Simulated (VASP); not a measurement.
Set up this calculation in VASP 6.6.1, as the native input.

```
Task                   : relaxation of cell and atoms
Functional             : PBEsol
Potentials or basis    : VASP PAW PBE potentials, release 64 (Si, N)
Cutoff                 : 600 eV
k mesh                 : 6 × 6 × 6
Occupations            : gaussian, width 0.01 eV
Spin                   : no spin polarisation
Dipole correction      : no
Further INCAR settings : ALGO = Fast; EDIFF = 1e-06; IBRION = 2; EDIFFG = -0.001; NSW = 80; ISIF = 3
```

The structure of Si3N4 lies in POSCAR:

```
Si3N4
1.0
    0.0000000000      3.8719790554      3.8719790554
    3.8719790554      0.0000000000      3.8719790554
    3.8719790554      3.8719790554      0.0000000000
Si N
6 8
Direct
    0.1250000000      0.1250000000      0.6250000000
    0.1250000000      0.6250000000      0.1250000000
    0.6250000000      0.1250000000      0.1250000000
    0.1250000000      0.1250000000      0.1250000000
    0.7500000000      0.7500000000      0.7500000000
    0.5000000000      0.5000000000      0.5000000000
    0.3675496348      0.3675496348      0.3675496348
    0.3526489044      0.8824503652      0.8824503652
    0.8824503652      0.8824503652      0.3526489044
    0.8824503652      0.3526489044      0.8824503652
    0.3675496348      0.3675496348      0.8973510956
    0.3675496348      0.8973510956      0.3675496348
    0.8824503652      0.8824503652      0.8824503652
    0.8973510956      0.3675496348      0.3675496348
```

The cell is a database's computed one.

The cell isn't the ideal one: cell and atoms relaxed tightly for response.

These files were run (other wordings do the same):

INCAR

```
SYSTEM = Si3N4
ALGO     = Fast           ! electronic algorithm
EDIFF    = 1E-6           ! SCF threshold, eV
EDIFFG   = -0.001         ! ionic threshold
ENCUT    = 600            ! plane-wave cutoff, eV
GGA      = PS             ! functional
IBRION   = 2              ! ionic algorithm
ISIF     = 3              ! what is computed and relaxed
ISMEAR   = 0              ! smearing method
LASPH    = .True.         ! aspherical terms in the spheres
LCHARG   = .False.        ! write CHGCAR
LREAL    = .False.        ! projectors in reciprocal space
LWAVE    = .False.        ! write WAVECAR
NELM     = 100            ! most SCF steps
NSW      = 80             ! ionic steps
PREC     = Accurate       ! precision mode
SIGMA    = 0.01           ! smearing width, eV
```

KPOINTS

```
k-points
0
Gamma
  6 6 6
  0 0 0
```

Potentials or basis: VASP PAW PBE potentials, release 64 (Si, N).

Run with:

```sh
$ cat potpaw_PBE.64/Si/POTCAR potpaw_PBE.64/N/POTCAR > POTCAR
$ mpirun -np 1 vasp_std > vasp.out
```

Results of the run:

| Property | Result |
| --- | --- |
| Relaxed volume | 8.30 Å³/atom |
| Relaxed cell | a = 5.477 Å, b = 5.477 Å, c = 5.477 Å, α = 60.00°, β = 60.00°, γ = 60.00° |
| Space group after relaxing (to 0.05 Å) | Fd-3m (No. 227) |
| Energy gained by relaxing | 0.0 meV/atom |
| Ionic steps | 5 |
| Pressure after relaxing | 0.0 GPa |
| Band gap on the k mesh | 3.28 eV, indirect (least direct gap 3.31 eV) |

Caveat: the PAW data sets were made with another functional, which shifts forces and pressure a little.

Wall time 2.3 min on 1 thread of Intel(R) Xeon(R) 6975P-C (Granite Rapids), on a shared host, peak memory 0.36 GiB.
